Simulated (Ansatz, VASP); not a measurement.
# In3Cu: VASP beside Ansatz

```xyz
4
Lattice="-2.2431 2.2431 4.8926 2.2431 -2.2431 4.8926 2.2431 2.2431 -4.8926" Properties=species:S:1:pos:R:3 pbc="T T T"
In    0.0000    2.2431    2.4463
In    2.2431    0.0000    2.4463
In    0.0000    0.0000    4.8926
Cu    0.0000    0.0000    0.0000
```

Alike in both runs: task single point; functional PBEsol; k mesh 6 × 6 × 6; occupations gaussian, width 0.1 eV; no spin polarisation.

|  | VASP | Ansatz |
| --- | --- | --- |
| version | VASP 6.6.1 | Ansatz 0.2.0 |
| potentials or method | VASP PAW PBE potentials, release 64 (In_d, Cu) | scalar-relativistic, plane waves, PAW |
| plane-wave cutoff (eV) | 520 | 420 |
| valence electrons in the cell | 50 | 58 |

```tsv
	VASP	Ansatz	Ansatz less VASP
gap on the k mesh at the Fermi level (eV)	none	none	-
pressure (GPa)	-5.6	-5.7	-0.05
largest component of the traceless stress (GPa)	1.67	1.67	-0.001
```

A gap of «none» marks a metal or a gap that the smearing closes. The two sets of potentials don't hold the same shells in valence.

Caveats: the PAW data sets were made with another functional, which shifts forces and pressure a little (VASP).
